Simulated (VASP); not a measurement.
Crystal: La.

```xyz
2
Lattice="3.7500 0.0000 0.0000 -1.8750 3.2476 0.0000 0.0000 0.0000 6.0700" Properties=species:S:1:pos:R:3 pbc="T T T"
La    0.0000    2.1651    1.5175
La    1.8750    1.0825    4.5525
```

This isn't the form of La at room conditions, which is double hcp.

* Program: VASP 6.6.1
* Task: relaxation of cell and atoms
* Functional: PBEsol
* Potentials or basis: VASP PAW PBE potentials, release 64 (La)
* Cutoff: 600 eV
* k mesh: 12 × 12 × 6
* Occupations: methfessel-paxton, width 0.1 eV
* Spin: no spin polarisation

At the start: pressure -1.7 GPa; volume 36.96 Å³/atom.

Q: How do energy, volume and symmetry change on relaxing?

A: Over 3 steps the energy falls by 13.0 meV/atom and the volume is 34.59 Å³/atom (-6.4 %); space group P6_3/mmc (No. 194, to 0.05 Å).

The path:
| step | energy change (eV) | largest force (eV/Å) | pressure (GPa) | volume (Å³) |
| --- | --- | --- | --- | --- |
| 1 | 0.0000 | 0.0000 | -1.70 | 73.92 |
| 2 | -0.0255 | 0.0000 | -0.26 | 69.82 |
| 3 | -0.0261 | 0.0000 | -0.02 | 69.17 |

Final structure:
```cif
data_structure
_symmetry_space_group_name_H-M 'P 1'
_symmetry_Int_Tables_number 1
_cell_length_a 3.6702
_cell_length_b 3.6702
_cell_length_c 5.9295
_cell_angle_alpha 90.000
_cell_angle_beta 90.000
_cell_angle_gamma 120.000
_cell_volume 69.17
loop_
_atom_site_label
_atom_site_type_symbol
_atom_site_fract_x
_atom_site_fract_y
_atom_site_fract_z
_atom_site_occupancy
La1 La 0.33333 0.66667 0.25000 1
La2 La 0.66667 0.33333 0.75000 1
```

Caveat: the PAW data sets were made with another functional, which shifts forces and pressure a little.
